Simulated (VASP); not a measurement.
Consider the following.

```xyz
4
Lattice="5.8276 0.0000 0.0000 -2.9138 5.0468 0.0000 0.0000 0.0000 6.8577" Properties=species:S:1:pos:R:3 pbc="T T T"
Cs     0.0000     3.3646     6.4373
Cs     2.9138     1.6823     3.0084
Cl     0.0000     3.3646     2.9921
Cl     2.9138     1.6823     6.4210
```

These are PBEsol GGA, VASP's PBE PAW potentials (set 64) (plane waves; VASP) values and carry that method's errors. Settings: 400 eV cut-off, 5×5×4 Γ-centred mesh, tetrahedra with Blöchl corrections, potentials Cs_sv Cl.

Predict the energy per atom (σ→0).

The energy per atom (σ→0) is -3.393 eV/atom.

Only differences to runs with the same potentials and settings are physical.

The structure was generated: CsCl was put into the wurtzite type (P6_3mc), which need not be its known phase. It was relaxed first, which changed the volume by -21 %.
